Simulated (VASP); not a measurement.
# Initial- and final-state core-level shifts of IrAu7, part 2 of 3

Which atoms of IrAu7 bind their core electrons more tightly, and does the hole change the order?

VASP 6.6.1, plane waves and PAW; the level of theory is named at each step.

So far. Step 2 (Relaxation): At PBE, with these data sets, the largest force is down to 0.030 eV/Å.

### Step 3. Initial state

Level of this step: PBE; plane waves and PAW (Au, Ir) (VASP).

The cell without a hole gives, with ICORELEVEL = 1, the Kohn-Sham core levels of the initial state.

INCAR

```
SYSTEM = IrAu7
PREC = Normal
ENCUT = 330
EDIFF = 1E-05
NELM = 120
ISMEAR = 0
SIGMA = 0.1
LREAL = Auto
ALGO = Fast
GGA = PE
NBANDS = 106
LASPH = .TRUE.
LORBIT = 11
LWAVE = .FALSE.
LCHARG = .FALSE.
KPAR = 8
ICORELEVEL = 1
ISIF = 0
```

POSCAR

```
IrAu7
1.0
   -8.2546268639      0.0000000000      0.0000000000
    6.1909701479     -6.1909701479      4.1273134320
    8.2546268639      8.2546268639      0.0000000000
Au Ir
14 2
Direct
    0.0116454002      0.5063135408      0.1319224975
    0.0049434593      0.5054987029      0.3761301179
    0.9883545998      0.4936864592      0.6202770973
    0.9950565407      0.4945012971      0.8711866586
    0.0049434593      0.0054987029      0.0038133414
    0.0116454002      0.0063135408      0.2547229027
    0.9950565407      0.9945012971      0.4988698821
    0.9883545998      0.9936864592      0.7430775025
    0.5000000000      0.5000000000      0.1248355276
    0.5000000000      0.5000000000      0.6225990540
    0.5000000000      0.5000000000      0.8775656927
    0.5000000000      0.0000000000      0.9974343073
    0.5000000000      0.0000000000      0.2524009460
    0.5000000000      0.0000000000      0.7501644724
    0.5000000000      0.5000000000      0.3749969204
    0.5000000000      0.0000000000      0.5000030796
```

KPOINTS

```
Automatic mesh
0
Gamma
8 5 8
0 0 0
```

The projector-augmented-wave data sets are Au and Ir (PBE family, release 64).

Command:

```
$ mpirun -np 8 vasp_std
```

The log of the run:

```text
[banner, memory and clock lines left out]
running    8 mpi-ranks, on    1 nodes
 distrk:  each k-point on    1 cores,    8 groups
 distr:  one band on    1 cores,    1 groups

 POSCAR found type information on POSCAR AuIr
 POSCAR found :  2 types and      16 ions
 [... a notice as in an earlier step ...]

 LDA part: xc-table for (Slater+PW92), standard interpolation
 POSCAR, INCAR and KPOINTS ok, starting setup
 FFT: planning ... GRIDC
 FFT: planning ... GRID_SOFT
 FFT: planning ... GRID
 WAVECAR not read
 entering main loop
       N       E                     dE             d eps       ncg     rms          rms(c)
DAV:   1     0.976820751126E+03    0.97682E+03   -0.65503E+04 19788   0.109E+03
DAV:   2    -0.162233875624E+02   -0.99304E+03   -0.93342E+03 20500   0.298E+02
DAV:   3    -0.641653210379E+02   -0.47942E+02   -0.45124E+02 22136   0.680E+01
DAV:   4    -0.654628203039E+02   -0.12975E+01   -0.12878E+01 21470   0.126E+01
DAV:   5    -0.655052217256E+02   -0.42401E-01   -0.42339E-01 21918   0.208E+00    0.340E+01
RMM:   6    -0.621577060461E+02    0.33475E+01   -0.15680E+01 19760   0.126E+01    0.264E+01
RMM:   7    -0.619442802451E+02    0.21343E+00   -0.77846E+00 20156   0.104E+01    0.177E+01
RMM:   8    -0.602260131271E+02    0.17183E+01   -0.17777E+00 19995   0.516E+00    0.477E+00
RMM:   9    -0.602231136992E+02    0.28994E-02   -0.41240E-01 20477   0.151E+00    0.320E+00
RMM:  10    -0.601817925149E+02    0.41321E-01   -0.72384E-02 20694   0.979E-01    0.560E-01
RMM:  11    -0.601818517990E+02   -0.59284E-04   -0.12316E-02 21560   0.332E-01    0.260E-01
RMM:  12    -0.601819407181E+02   -0.88919E-04   -0.30429E-03 23548   0.147E-01    0.116E-01
RMM:  13    -0.601819957271E+02   -0.55009E-04   -0.61277E-04 26731   0.623E-02    0.521E-02
RMM:  14    -0.601819895420E+02    0.61851E-05   -0.68510E-05 19633   0.207E-02
   1 F= -.60181990E+02 E0= -.60164430E+02  d E =-.351189E-01
```

Elapsed: 4.1 min, on 8 MPI ranks of Intel Xeon Platinum 8559C (Emerald Rapids), shared host; peak memory 7.4 GiB.

OUTCAR, selected parts (step 3):

```text
 Found     93 irreducible k-points:

   k-points           NKPTS =     93   k-points in BZ     NKDIM =     93   number of bands    NBANDS=    106

   NELECT =     172.0000    total number of electrons

 the core state eigenenergies are
   1-  1s -80737.4944  2s -14233.7679  2p -12299.9795  3s  -3351.1149  3p  -2790.4871
       3d  -2192.7810  4s   -718.6391  4p   -534.8692  4d   -314.5459  4f    -69.9508
       5s    -96.9332  5p    -48.2475
   2-  1s -80737.4125  2s -14233.6828  2p -12299.8944  3s  -3351.0339  3p  -2790.4061
       3d  -2192.6991  4s   -718.5640  4p   -534.7947  4d   -314.4718  4f    -69.8777
       5s    -96.8719  5p    -48.1934
   3-  1s -80737.4944  2s -14233.7679  2p -12299.9795  3s  -3351.1149  3p  -2790.4871
       3d  -2192.7810  4s   -718.6391  4p   -534.8692  4d   -314.5459  4f    -69.9508
       5s    -96.9332  5p    -48.2475
   4-  1s -80737.4125  2s -14233.6828  2p -12299.8944  3s  -3351.0339  3p  -2790.4061
       3d  -2192.6991  4s   -718.5640  4p   -534.7947  4d   -314.4718  4f    -69.8777
       5s    -96.8719  5p    -48.1935
   5-  1s -80737.4125  2s -14233.6828  2p -12299.8944  3s  -3351.0339  3p  -2790.4061
       3d  -2192.6991  4s   -718.5640  4p   -534.7947  4d   -314.4718  4f    -69.8777
       5s    -96.8719  5p    -48.1935
   6-  1s -80737.4944  2s -14233.7679  2p -12299.9795  3s  -3351.1149  3p  -2790.4871
       3d  -2192.7810  4s   -718.6391  4p   -534.8692  4d   -314.5459  4f    -69.9508
       5s    -96.9332  5p    -48.2475
   7-  1s -80737.4125  2s -14233.6828  2p -12299.8944  3s  -3351.0339  3p  -2790.4061
       3d  -2192.6991  4s   -718.5640  4p   -534.7947  4d   -314.4718  4f    -69.8777
       5s    -96.8719  5p    -48.1935
   8-  1s -80737.4944  2s -14233.7679  2p -12299.9795  3s  -3351.1149  3p  -2790.4871
       3d  -2192.7810  4s   -718.6391  4p   -534.8692  4d   -314.5459  4f    -69.9508
       5s    -96.9332  5p    -48.2475
   9-  1s -80737.5748  2s -14233.8506  2p -12300.0624  3s  -3351.1902  3p  -2790.5623
       3d  -2192.8575  4s   -718.7035  4p   -534.9325  4d   -314.6084  4f    -70.0114
       5s    -96.9726  5p    -48.2758
  10-  1s -80737.4972  2s -14233.7676  2p -12299.9795  3s  -3351.1115  3p  -2790.4837
       3d  -2192.7779  4s   -718.6312  4p   -534.8608  4d   -314.5370  4f    -69.9410
       5s    -96.9153  5p    -48.2272
  11-  1s -80737.5309  2s -14233.8042  2p -12300.0160  3s  -3351.1458  3p  -2790.5179
       3d  -2192.8127  4s   -718.6621  4p   -534.8915  4d   -314.5674  4f    -69.9710
       5s    -96.9384  5p    -48.2458
  12-  1s -80737.5309  2s -14233.8042  2p -12300.0160  3s  -3351.1458  3p  -2790.5179
       3d  -2192.8127  4s   -718.6621  4p   -534.8914  4d   -314.5674  4f    -69.9710
       5s    -96.9384  5p    -48.2458
  13-  1s -80737.4972  2s -14233.7676  2p -12299.9795  3s  -3351.1115  3p  -2790.4837
       3d  -2192.7779  4s   -718.6312  4p   -534.8608  4d   -314.5370  4f    -69.9410
       5s    -96.9153  5p    -48.2272
[...]
3d  -2024.8307  4s   -649.1545  4p   -481.4472  4d   -275.7389  4f    -47.1043
       5s    -82.7570  5p    -39.5636

 E-fermi :   8.6037

 k-point     1 :       0.0000    0.0000    0.0000
  band No.  band energies     occupation
    ...
     83       8.0124      2.00000
     84       8.1103      2.00000
     85       8.1391      2.00000
     86       8.2462      2.00000
     87       8.4712      1.93904
     88       9.0084      0.00000
     89       9.1070      0.00000
     90       9.9262      0.00000
     91      10.7710      0.00000
     92      10.7882      0.00000
    ...

 k-point     2 :       0.1250   -0.0000    0.0000
  band No.  band energies     occupation
    ...
     82       7.8865      2.00000
     83       7.9074      2.00000
     84       8.1367      2.00000
     85       8.2001      2.00000
     86       8.6055      0.97985
     87       8.8004      0.00539
     88       8.9339      0.00000
     89       9.0767      0.00000
     90       9.0776      0.00000
     91       9.1319      0.00000
    ...

 POSITION                                       TOTAL-FORCE (eV/Angst)
 -----------------------------------------------------------------------------------
      4.12741     -2.04560      2.08971         0.003181     -0.028806      0.007278
      6.19353     -0.02471      2.08635         0.025363     -0.023867     -0.003088
      0.01806      2.06376      2.03760        -0.028806      0.003181     -0.007278
      2.03894      4.12988      2.04096        -0.023867      0.025363      0.003088
      0.02471     -0.00256      0.02269         0.023867     -0.025363     -0.003088
      2.04560      2.06356      0.02606         0.028806     -0.003181      0.007278
      2.06109     -2.03894      4.10462        -0.025363      0.023867      0.003088
      4.12721     -0.01806      4.10126        -0.003181      0.028806     -0.007278
     -0.00136     -2.06501      2.06366        -0.002452     -0.002452     -0.000000
      4.10749      2.04384      2.06366         0.008728      0.008728     -0.000000
      6.21215      4.14849      2.06366         0.004999      0.004999     -0.000000
      4.10613      8.23345      0.00000        -0.004999     -0.004999     -0.000000
     -2.04384      2.08348      0.00000        -0.008728     -0.008728     -0.000000
      2.06501      6.19233      0.00000         0.002452      0.002452     -0.000000
      2.06363     -0.00003      2.06366        -0.011778     -0.011778     -0.000000
      0.00003      4.12734      0.00000         0.011778      0.011778     -0.000000
 -----------------------------------------------------------------------------------
    total drift:                                0.000023      0.000045     -0.000025

  FREE ENERGIE OF THE ION-ELECTRON SYSTEM (eV)
  ---------------------------------------------------
  free  energy   TOTEN  =       -60.1819895420 eV

  energy  without entropy=      -60.1468706773  energy(sigma->0) =      -60.16443011

 total charge
# of ion       s       p       d       tot
------------------------------------------
    1        0.532   0.346   8.740   9.618
    2        0.525   0.330   8.758   9.613
    3        0.532   0.346   8.740   9.618
    4        0.525   0.330   8.758   9.613
    5        0.525   0.330   8.758   9.613
    6        0.532   0.346   8.740   9.618
    7        0.525   0.330   8.758   9.613
    8        0.532   0.346   8.740   9.618
    9        0.542   0.359   8.714   9.615
   10        0.532   0.332   8.737   9.602
   11        0.540   0.345   8.725   9.609
   12        0.540   0.345   8.725   9.609
   13        0.532   0.332   8.737   9.602
   14        0.542   0.359   8.714   9.615
   15        0.509   0.373   7.032   7.913
   16        0.509   0.373   7.032   7.913
--------------------------------------------------
tot          8.475   5.520 136.411 150.406

[... 6 parts as in an earlier step ...]

[... 6 further parts left out ...]
```

These are scalar-relativistic Kohn-Sham levels of the ground state, with no core hole, so they are not binding energies.

Numbers from this step:

- free energy (TOTEN): -60.1820 eV
- energy at zero smearing: -60.1644 eV
- Fermi energy: 8.604 eV

The two shallowest core shells; atoms whose shallowest level rounds to another's at 0.01 eV are left out. Core levels, by row:

```
atom  shell  level below the Fermi level (eV)
 Au1     4f                             78.55
 Au1     5p                             56.85
 Au2     4f                             78.48
 Au2     5p                              56.8
 Au9     4f                             78.62
 Au9     5p                             56.88
Au10     4f                             78.54
Au10     5p                             56.83
Ir15     4f                             55.71
Ir15     5p                             48.17
```

### Step 4. Core hole, atom Au3

This step: final-state core hole with the electron kept at the Fermi level, PBE; plane waves and PAW (Au, Au, Ir) (VASP 6.6.1).

A core electron of Au3 (4f) is moved to the Fermi level; this atom comes first in POSCAR as a species of its own.

INCAR, as its differences from that of step 3:

```diff
@@ -12,3 +12,2 @@
 LASPH = .TRUE.
-LORBIT = 11
 LWAVE = .FALSE.
@@ -16,3 +15,7 @@
 KPAR = 8
-ICORELEVEL = 1
+ICORELEVEL = 2
+CLNT = 1
+CLN = 4
+CLL = 3
+CLZ = 1
 ISIF = 0
```

POSCAR, as its differences from that of step 3:

```diff
@@ -5,8 +5,8 @@
     8.2546268639      8.2546268639      0.0000000000
-Au Ir
-14 2
+Au Au Ir
+1 13 2
 Direct
+    0.9883545998      0.4936864592      0.6202770973
     0.0116454002      0.5063135408      0.1319224975
     0.0049434593      0.5054987029      0.3761301179
-    0.9883545998      0.4936864592      0.6202770973
     0.9950565407      0.4945012971      0.8711866586
```

KPOINTS is that of step 3.

PAW data sets: Au, Au and Ir (PBE family, release 64).

Command:

```
$ mpirun -np 8 vasp_std
```

The log of the run:

```text
[banner, memory and clock lines left out]
running    8 mpi-ranks, on    1 nodes
 distrk:  each k-point on    1 cores,    8 groups
 distr:  one band on    1 cores,    1 groups

 POSCAR found type information on POSCAR AuAuIr
 POSCAR found :  3 types and      16 ions
 [... a notice as in an earlier step ...]

 LDA part: xc-table for (Slater+PW92), standard interpolation
 POSCAR, INCAR and KPOINTS ok, starting setup
 FFT: planning ... GRIDC
 FFT: planning ... GRID_SOFT
 FFT: planning ... GRID
 WAVECAR not read
 entering main loop
       N       E                     dE             d eps       ncg     rms          rms(c)
DAV:   1     0.841264190032E+03    0.84126E+03   -0.66195E+04 34528   0.110E+03
DAV:   2    -0.160888459414E+03   -0.10022E+04   -0.94268E+03 35644   0.302E+02
DAV:   3    -0.209106142578E+03   -0.48218E+02   -0.45402E+02 38558   0.688E+01
DAV:   4    -0.210434501299E+03   -0.13284E+01   -0.13183E+01 37918   0.128E+01
DAV:   5    -0.210479407898E+03   -0.44907E-01   -0.44842E-01 38444   0.212E+00    0.637E+01
RMM:   6    -0.206699412699E+03    0.37800E+01   -0.17398E+01 34449   0.131E+01    0.330E+01
RMM:   7    -0.211521151178E+03   -0.48217E+01   -0.22356E+01 38984   0.192E+01    0.273E+01
RMM:   8    -0.205254760378E+03    0.62664E+01   -0.40702E+00 34429   0.909E+00    0.651E+00
RMM:   9    -0.204911557339E+03    0.34320E+00   -0.24832E+00 36265   0.327E+00    0.617E+00
RMM:  10    -0.204849858424E+03    0.61699E-01   -0.35330E-01 35224   0.218E+00    0.252E+00
RMM:  11    -0.204826802670E+03    0.23056E-01   -0.51647E-02 37189   0.766E-01    0.205E+00
RMM:  12    -0.204815056703E+03    0.11746E-01   -0.15139E-02 39316   0.333E-01    0.104E+00
RMM:  13    -0.204811619556E+03    0.34371E-02   -0.48166E-03 40946   0.160E-01    0.536E-01
RMM:  14    -0.204810370428E+03    0.12491E-02   -0.16464E-03 38552   0.990E-02    0.255E-01
RMM:  15    -0.204810179030E+03    0.19140E-03   -0.63571E-04 40164   0.626E-02    0.901E-02
RMM:  16    -0.204810168740E+03    0.10290E-04   -0.15646E-04 38152   0.328E-02    0.380E-02
RMM:  17    -0.204810170211E+03   -0.14715E-05   -0.29456E-05 24418   0.161E-02
   1 F= -.20481017E+03 E0= -.20478974E+03  d E =-.408579E-01
```

Run time: 8.1 min. Hardware: 8 MPI ranks; peak memory 11 GiB.

From OUTCAR (step 4):

```text
 Subroutine GETGRP returns: Found  1 space group operations
 (whereof  1 operations were pure point group operations)

The static configuration has the point symmetry C_1 .

 Found    162 irreducible k-points:

   k-points           NKPTS =    162   k-points in BZ     NKDIM =    162   number of bands    NBANDS=    106

   NELECT =     173.0000    total number of electrons

 the core state eigenenergies are
   1-  1s -80774.3699  2s -14270.9926  2p -12337.1475  3s  -3387.7095  3p  -2826.9783
       3d  -2229.5895  4s   -745.7046  4p   -560.6004  4d   -339.1445  4f    -93.4530
       5s   -106.1129  5p    -55.2920
   2-  1s -80737.3928  2s -14233.6665  2p -12299.8780  3s  -3351.0141  3p  -2790.3863
       3d  -2192.6800  4s   -718.5392  4p   -534.7694  4d   -314.4461  4f    -69.8512
       5s    -96.8353  5p    -48.1505
   3-  1s -80737.3473  2s -14233.6197  2p -12299.8311  3s  -3350.9722  3p  -2790.3445
       3d  -2192.6373  4s   -718.5047  4p   -534.7357  4d   -314.4130  4f    -69.8194
       5s    -96.8183  5p    -48.1417
   4-  1s -80737.3353  2s -14233.6076  2p -12299.8191  3s  -3350.9607  3p  -2790.3330
       3d  -2192.6258  4s   -718.4941  4p   -534.7252  4d   -314.4026  4f    -69.8092
       5s    -96.8096  5p    -48.1338
   5-  1s -80737.4121  2s -14233.6856  2p -12299.8970  3s  -3351.0386  3p  -2790.4109
       3d  -2192.7037  4s   -718.5719  4p   -534.8029  4d   -314.4804  4f    -69.8869
       5s    -96.8872  5p    -48.2112
   6-  1s -80737.4613  2s -14233.7377  2p -12299.9491  3s  -3351.0878  3p  -2790.4600
       3d  -2192.7535  4s   -718.6165  4p   -534.8471  4d   -314.5243  4f    -69.9301
       5s    -96.9213  5p    -48.2394
   7-  1s -80737.3277  2s -14233.5984  2p -12299.8100  3s  -3350.9489  3p  -2790.3212
       3d  -2192.6143  4s   -718.4783  4p   -534.7089  4d   -314.3859  4f    -69.7917
       5s    -96.7843  5p    -48.1049
   8-  1s -80737.4140  2s -14233.6878  2p -12299.8994  3s  -3351.0342  3p  -2790.4064
       3d  -2192.7003  4s   -718.5574  4p   -534.7874  4d   -314.4640  4f    -69.8687
       5s    -96.8492  5p    -48.1626
   9-  1s -80737.4724  2s -14233.7487  2p -12299.9604  3s  -3351.0886  3p  -2790.4607
       3d  -2192.7559  4s   -718.6023  4p   -534.8313  4d   -314.5072  4f    -69.9103
       5s    -96.8722  5p    -48.1756
  10-  1s -80737.3895  2s -14233.6607  2p -12299.8725  3s  -3351.0050  3p  -2790.3771
       3d  -2192.6713  4s   -718.5252  4p   -534.7549  4d   -314.4312  4f    -69.8354
       5s    -96.8107  5p    -48.1228
  11-  1s -80737.4366  2s -14233.7115  2p -12299.9232  3s  -3351.0556  3p  -2790.4278
       3d  -2192.7222  4s   -718.5758  4p   -534.8055  4d   -314.4819  4f    -69.8861
       5s    -96.8608  5p    -48.1714
  12-  1s -80737.4617  2s -14233.7367  2p -12299.9484  3s  -3351.0798  3p  -2790.4519
       3d  -2192.7465  4s   -718.5984  4p   -534.8280  4d   -314.5043  4f    -69.9083
       5s    -96.8802  5p    -48.1894
  13-  1s -80737.4271  2s -14233.6992  2p -12299.9109  3s  -3351.0447  3p  -2790.4169
       3d  -2192.7109  4s   -718.5669  4p   -534.7968  4d   -314.4732  4f    -69.8778
       5s    -96.8569  5p    -48.1708
[...]
3d  -2024.6428  4s   -648.9733  4p   -481.2667  4d   -275.5589  4f    -46.9259
       5s    -82.5914  5p    -39.4058

 E-fermi :   8.7452

 k-point     1 :       0.0000    0.0000    0.0000
  band No.  band energies     occupation
    ...
     83       8.0148      2.00000
     84       8.1457      2.00000
     85       8.2048      2.00000
     86       8.2437      2.00000
     87       8.5306      1.99759
     88       9.0101      0.00018
     89       9.1530      0.00000
     90       9.8794      0.00000
     91      10.4509      0.00000
     92      10.7368      0.00000
    ...

 k-point     2 :       0.1250   -0.0000    0.0000
  band No.  band energies     occupation
    ...
     82       7.9047      2.00000
     83       7.9865      2.00000
     84       8.0880      2.00000
     85       8.1886      2.00000
     86       8.6193      1.92509
     87       8.7934      0.49558
     88       8.9349      0.00729
     89       9.0521      0.00001
     90       9.1139      0.00000
     91       9.1587      0.00000
    ...

 POSITION                                       TOTAL-FORCE (eV/Angst)
 -----------------------------------------------------------------------------------
      0.01806      2.06376      2.03760        -0.021021     -0.003703      0.005005
      4.12741     -2.04560      2.08971         0.017995     -0.031147      0.008324
      6.19353     -0.02471      2.08635        -0.084069     -0.120409     -0.009792
      2.03894      4.12988      2.04096         0.098227      0.153272      0.003429
      0.02471     -0.00256      0.02269        -0.085327     -0.173852     -0.024722
      2.04560      2.06356      0.02606         0.196618      0.106037     -0.051603
      2.06109     -2.03894      4.10462        -0.017616      0.023506      0.011547
      4.12721     -0.01806      4.10126        -0.016678      0.027761     -0.003190
     -0.00136     -2.06501      2.06366         0.007953     -0.006415     -0.004908
      4.10749      2.04384      2.06366         0.021502      0.001194      0.009907
      6.21215      4.14849      2.06366        -0.112935      0.121848      0.010326
      4.10613      8.23345      0.00000         0.118309     -0.003273      0.123857
     -2.04384      2.08348      0.00000        -0.158082     -0.004589     -0.123082
      2.06501      6.19233      0.00000         0.010998     -0.108370      0.098004
      2.06363     -0.00003      2.06366         0.021402     -0.092729     -0.017065
      0.00003      4.12734      0.00000         0.002726      0.110870     -0.036037
 -----------------------------------------------------------------------------------
    total drift:                               -0.001985      0.004704      0.001282

  FREE ENERGIE OF THE ION-ELECTRON SYSTEM (eV)
  ---------------------------------------------------
  free  energy   TOTEN  =      -204.8101702113 eV

  energy  without entropy=     -204.7693122735  energy(sigma->0) =     -204.78974124

[... 4 parts as in an earlier step ...]

[... 6 further parts left out ...]
```

This run has no spin polarisation.

This step gave:

```
free energy (TOTEN)     : -204.8102 eV
energy at zero smearing : -204.7897 eV
Fermi energy            : 8.745 eV
```

This is the reference for holes on Au.

(Part 2 of 3 ends here.)

[Lines on the potential files, build, host, timing and source positions are cut from VASP's logs without a mark.]

[Logs are printed without paths, hosts, clocks, repeated set-up lines and the standing remarks that a program may print on its own settings, such as how far it seeks lower states.]

[Hosts, paths, dates, database ids (printed as entryN), source tags and the programs' standing remarks are cut or masked in the printed files.]
